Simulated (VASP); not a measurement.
These are PBE GGA, VASP's PBE PAW potentials (set 64) (plane waves; VASP) values and carry that method's errors.

VASP ran on this input.

**POSCAR**
```
MgI2
6.7694490
  0.3125951610  -0.5440023257   0.0000000000
  0.3125951610   0.5440023257   0.0000000000
  0.0000000000   0.0000000000   1.0000000000
Mg I
1 2
Cart
  0.0000000000   0.0000000000   0.0000000000
  0.3125951610   0.1813344712   0.2420000000
  0.3224469101  -0.1813344712   0.7580000000
```

**INCAR**
```
SIGMA = 0.05   # width (eV)
LWAVE = .FALSE.
LCHARG = .FALSE.
KGAMMA = .TRUE.
SYSTEM = MgI2
EDIFF = 1E-6
ALGO = Normal   # blocked Davidson
NELM = 100   # most electronic steps
KSPACING = 0.3
LASPH = .TRUE.   # aspherical one-centre terms
PREC = Accurate
LREAL = .FALSE.
ISMEAR = 0
GGA = PE   # PBE
LMAXMIX = 4   # l cut-off of mixed one-centre charges
ENCUT = 400
ISIF = 2   # forces and stress, cell fixed
```

POTCAR, in this order: Mg I (PBE.64 set). Program: vasp_std.

Task: What will the output report for the number of irreducible k-points (NKPTS), number of bands (NBANDS), largest plane-wave count, number of space-group operations, FFT grid (NGX, NGY, NGZ)?

Result: 
```yaml
number of irreducible k-points (NKPTS): 76
number of bands (NBANDS): 12
largest_plane_wave_count: 1932
number_of_space_group_operations: 1
FFT grid (NGX, NGY, NGZ): 28 × 28 × 48
```

The compound is MgI2 in the 1T layered structure. The cell was not relaxed at this level, atoms are displaced from their ideal sites. The run is one of a series of settings (KGAMMA = .TRUE., KSPACING = 0.3, KPOINTS file removed against the base run), some of them coarse on purpose.
